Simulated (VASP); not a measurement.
Input:

```
CELL_PARAMETERS angstrom
      1.90893    -3.30636     0.00000
      1.90893     3.30636     0.00000
      0.00000     0.00000     6.11207
ATOMIC_POSITIONS crystal
  Sn 0.00000 0.00000 0.00000
  Se 0.33333 0.66667 0.25863
  Se 0.66667 0.33333 0.74137
```

All values below come from optB86b-vdW, VASP's PBE PAW potentials (set 64) (plane waves; VASP). Numerical set-up: 520 eV cut-off, 7×7×4 Γ-centred mesh, Gaussian smearing of 0.050 eV, potentials Sn_d Se.

Task: The ions and cell shape at fixed volume are relaxed. Give the cell that the relaxation ends in.

Result: 
```
CELL_PARAMETERS angstrom
      1.92542    -3.33492     0.00000
      1.92542     3.33492     0.00000
      0.00000     0.00000     6.00783
ATOMIC_POSITIONS crystal
  Sn 0.00000 0.00000 0.00000
  Se 0.33333 0.66667 0.26617
  Se 0.66667 0.33333 0.73383
```
Space group P-3m1 (164), at a tolerance of 0.03 Å.

Task: How much energy does the relaxation gain?

Result: The energy (σ→0) changes by -4.5 meV/atom, in 5 ionic steps.

The compound is SnSe2 in the 1T layered structure. This cell is one point of a volume scan, at 0.97 of the reference volume. Symmetry was kept, so distortions that lower it aren't found.
